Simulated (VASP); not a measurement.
```
MgTe
1.0
    2.22934    -3.86134     0.00000
    2.22934     3.86134     0.00000
    0.00000     0.00000     7.25460
Mg Te
2 2
Direct
  0.66667   0.33333   0.49982
  0.33333   0.66667   0.99982
  0.66667   0.33333   0.87618
  0.33333   0.66667   0.37618
```

Level of theory: PBE GGA with D3 dispersion (zero damping), VASP's PBE PAW potentials (set 64) (plane waves; VASP 6.6.1). Numerical set-up: 520 eV cut-off, 6×6×3 Γ-centred mesh, Gaussian smearing of 0.050 eV, potentials Mg Te.

Unless said otherwise, spin-orbit coupling is left out, though it shifts the bands of the heavy elements here.

### Question
Predict the energy per atom (σ→0), pressure, band gap (on the k-mesh) with the smallest direct gap where there is one.

### Answer

```yaml
band gap (on the k-mesh): 2.83 eV
smallest direct gap (on the k-mesh): 2.83 eV
energy per atom (σ→0): -3.409 eV/atom
pressure: 2.63 GPa
```

The absolute energy has meaning only against runs of the same code, potentials and settings.

The compound is MgTe in the wurtzite structure. This cell is one point of a volume scan, at 0.94 of the reference volume.
